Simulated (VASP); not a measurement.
Energy against volume of PdIn (CsCl type). These are r2SCAN meta-GGA, VASP's PBE PAW potentials (set 64) (plane waves; VASP 6.6.1) values and carry that method's errors.

```json
[
 {"V (Å³/atom)": "16.485", "E (eV/atom)": "-23.29480"},
 {"V (Å³/atom)": "17.011", "E (eV/atom)": "-23.31706"},
 {"V (Å³/atom)": "17.537", "E (eV/atom)": "-23.32343"},
 {"V (Å³/atom)": "18.063", "E (eV/atom)": "-23.31670"},
 {"V (Å³/atom)": "18.589", "E (eV/atom)": "-23.29918"}
]
```

Q: Fit a third-order Birch-Murnaghan equation of state.

A: 
```json
{
 "volume_per_atom": "17.51 Å³/atom",
 "bulk_modulus": "134 GPa",
 "pressure_derivative_of_the_bulk_modulus": "5.43",
 "lattice_constant_a": "3.272 Å"
}
```

The compound is PdIn in the CsCl type structure. It was relaxed first.
